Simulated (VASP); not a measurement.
Output of a VASP run:

OSZICAR:
```
...
   1 F= -.28753197E+01 E0= -.28752008E+01  d E =-.287532E+01
       N       E                     dE             d eps       ncg     rms          rms(c)
DAV:   1    -0.251257505261E+01   -0.23646E-03   -0.68782E-03  8046   0.911E-01    0.729E-02
DAV:   2    -0.251246350550E+01    0.11155E-03   -0.14760E-04 10146   0.265E-01    0.478E-02
DAV:   3    -0.251239480139E+01    0.68704E-04   -0.79617E-05  8778   0.283E-01    0.118E-02
DAV:   4    -0.251239566174E+01   -0.86035E-06   -0.10583E-05  7606   0.386E-02    0.135E-02
DAV:   5    -0.251239562689E+01    0.34850E-07   -0.29464E-07  7096   0.782E-03
   2 F= -.28753755E+01 E0= -.28752620E+01  d E =-.558223E-04
       N       E                     dE             d eps       ncg     rms          rms(c)
DAV:   1    -0.251428726654E+01   -0.18916E-02   -0.61897E-02  7996   0.273E+00    0.219E-01
DAV:   2    -0.251327647218E+01    0.10108E-02   -0.13312E-03 10088   0.783E-01    0.144E-01
DAV:   3    -0.251265429903E+01    0.62217E-03   -0.72638E-04  8666   0.844E-01    0.356E-02
DAV:   4    -0.251266228681E+01   -0.79878E-05   -0.96117E-05  7580   0.116E-01    0.409E-02
DAV:   5    -0.251266212434E+01    0.16247E-06   -0.28761E-06 10174   0.236E-02    0.179E-02
DAV:   6    -0.251266198778E+01    0.13656E-06   -0.26239E-07  7544   0.997E-03    0.653E-03
DAV:   7    -0.251266197708E+01    0.10703E-07   -0.17711E-08  3756   0.299E-03
   3 F= -.28756375E+01 E0= -.28756006E+01  d E =-.317847E-03
       N       E                     dE             d eps       ncg     rms          rms(c)
DAV:   1    -0.251967398415E+01   -0.70120E-02   -0.24696E-01  7986   0.547E+00    0.438E-01
DAV:   2    -0.251561374944E+01    0.40602E-02   -0.53369E-03 10068   0.151E+00    0.288E-01
DAV:   3    -0.251310591750E+01    0.25078E-02   -0.29891E-03  8580   0.166E+00    0.716E-02
DAV:   4    -0.251313815001E+01   -0.32233E-04   -0.38617E-04  7582   0.232E-01    0.829E-02
DAV:   5    -0.251313768074E+01    0.46927E-06   -0.11737E-05 10074   0.475E-02    0.379E-02
DAV:   6    -0.251313716661E+01    0.51413E-06   -0.11721E-06  7690   0.214E-02    0.133E-02
DAV:   7    -0.251313713452E+01    0.32092E-07   -0.78970E-08  4088   0.608E-03
   4 F= -.28761044E+01 E0= -.28762345E+01  d E =-.784710E-03
       N       E                     dE             d eps       ncg     rms          rms(c)
DAV:   1    -0.251357082313E+01   -0.43366E-03   -0.16507E-02  8012   0.142E+00    0.114E-01
DAV:   2    -0.251329779018E+01    0.27303E-03   -0.35645E-04 10060   0.406E-01    0.748E-02
DAV:   3    -0.251312937720E+01    0.16841E-03   -0.20032E-04  8622   0.438E-01    0.183E-02
DAV:   4    -0.251313155704E+01   -0.21798E-05   -0.26542E-05  7522   0.609E-02    0.212E-02
DAV:   5    -0.251313150469E+01    0.52346E-07   -0.77900E-07  9636   0.120E-02
   5 F= -.28760964E+01 E0= -.28762371E+01  d E =-.776718E-03
       N       E                     dE             d eps       ncg     rms          rms(c)
DAV:   1    -0.251330471051E+01   -0.17315E-03   -0.61137E-03  8026   0.863E-01    0.686E-02
DAV:   2    -0.251320462076E+01    0.10009E-03   -0.13088E-04 10052   0.248E-01    0.444E-02
DAV:   3    -0.251314270643E+01    0.61914E-04   -0.72551E-05  8674   0.266E-01    0.109E-02
DAV:   4    -0.251314359270E+01   -0.88627E-06   -0.97771E-06  7526   0.365E-02    0.129E-02
DAV:   5    -0.251314360345E+01   -0.10749E-07   -0.25755E-07  6826   0.715E-03
   6 F= -.28761099E+01 E0= -.28762455E+01  d E =-.790155E-03
```

**OUTCAR**
```
------------------------ aborting loop because EDIFF is reached ----------------------------------------
 Edisp (eV)   -0.36297
  FORCE on cell =-STRESS in cart. coord.  units (eV):
  Direction    XX          YY          ZZ          XY          YZ          ZX
  --------------------------------------------------------------------------------------
  Total       0.47878     0.47878     0.48121    -0.00000     0.00000     0.00000
  in kB      31.40282    31.40282    31.56184    -0.00000     0.00000     0.00000
  external pressure =       31.46 kB  Pullay stress =        0.00 kB
  volume of cell :       24.43
      direct lattice vectors                 reciprocal lattice vectors
    -1.572672067  1.572672067  2.469131694     0.000000000  0.317930235  0.202500337
     1.572672067 -1.572672067  2.469131694     0.317930235 -0.000000000  0.202500337
     1.572672067  1.572672067 -2.469131694     0.317930235  0.317930235  0.000000000
 POSITION                                       TOTAL-FORCE (eV/Angst)
 -----------------------------------------------------------------------------------
     -0.00000      0.00000      0.00000        -0.000000      0.000000     -0.000000
 -----------------------------------------------------------------------------------
    total drift:                                0.000000      0.000000      0.000000
  FREE ENERGIE OF THE ION-ELECTRON SYSTEM (eV)
  ---------------------------------------------------
  free  energy   TOTEN  =        -2.8761098558 eV

  energy  without entropy=       -2.8765168386  energy(sigma->0) =       -2.87624552

 reached required accuracy - stopping structural energy minimisation
```
(Selected blocks of OUTCAR.)

### POSCAR
```
In
1
   -1.5828769270     1.5828769270     2.4373971739
    1.5828769270    -1.5828769270     2.4373971739
    1.5828769270     1.5828769270    -2.4373971739
In
1
Direct
  0.0000000000   0.0000000000   0.0000000000
```

Q: Write an INCAR and KPOINTS that could have produced this output.

A: This is not unique; one that fits is the input of the run itself, PBE GGA with D3 dispersion (Becke-Johnson damping), plane waves, VASP's PBE PAW potentials (set 64).

KPOINTS:
```
Automatic mesh
0
Gamma
16 16 16
0 0 0
```

INCAR:
```
SYSTEM = In
PREC = Accurate
ENCUT = 520
EDIFF = 1E-7
NELM = 100
ALGO = Normal
LREAL = .FALSE.
LASPH = .TRUE.
ISMEAR = 1
SIGMA = 0.1
GGA = PE
IVDW = 12
LMAXMIX = 4
LWAVE = .FALSE.
LCHARG = .FALSE.
ISIF = 4
IBRION = 2
NSW = 30
EDIFFG = -0.01
```

POTCAR, in this order: In_d (PBE.64 set). Program: vasp_std.

The compound is In in the bct structure. This cell is one point of a volume scan, at 0.94 of the reference volume. Symmetry was kept, so distortions that lower it aren't found.
